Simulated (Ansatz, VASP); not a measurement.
**Two plane-wave programs on In2As2F**

```
As In F
1.0
     4.32207    0.00000    0.00000
    -2.16104    3.74302    0.00000
     0.00000    0.00000   21.83869
As In F
2 2 1
Direct
  0.00000 0.00000 0.18316
  0.33333 0.66667 0.35408
  0.33333 0.66667 0.22356
  0.66667 0.33333 0.38641
  0.66667 0.33333 0.52836
```

Alike in both runs: task single point; functional PBE; dispersion D3(BJ); k mesh 6 × 6 × 1; occupations gaussian, width 0.1 eV; no spin polarisation.

|  | VASP | Ansatz |
| --- | --- | --- |
| version | VASP 6.6.1 | Ansatz 0.2.0 |
| potentials or method | VASP PAW PBE potentials, release 64 (As, In_d, F) | scalar-relativistic, plane waves, PAW |
| plane-wave cutoff (eV) | 520 | 420 |
| valence electrons in the cell | 43 | 63 |

|  | VASP | Ansatz | Ansatz less VASP |
| --- | --- | --- | --- |
| gap on the k mesh at the Fermi level (eV) | none | none | - |
| rms of the force components (eV/Å) | 0.547 | 0.547 | -0.0002 |

A gap of «none» marks a metal or a gap that the smearing closes. The two sets of potentials don't hold the same shells in valence.

Caveats: an odd number of electrons without spin polarisation forces a metal; a magnetic or distorted state may lie lower.
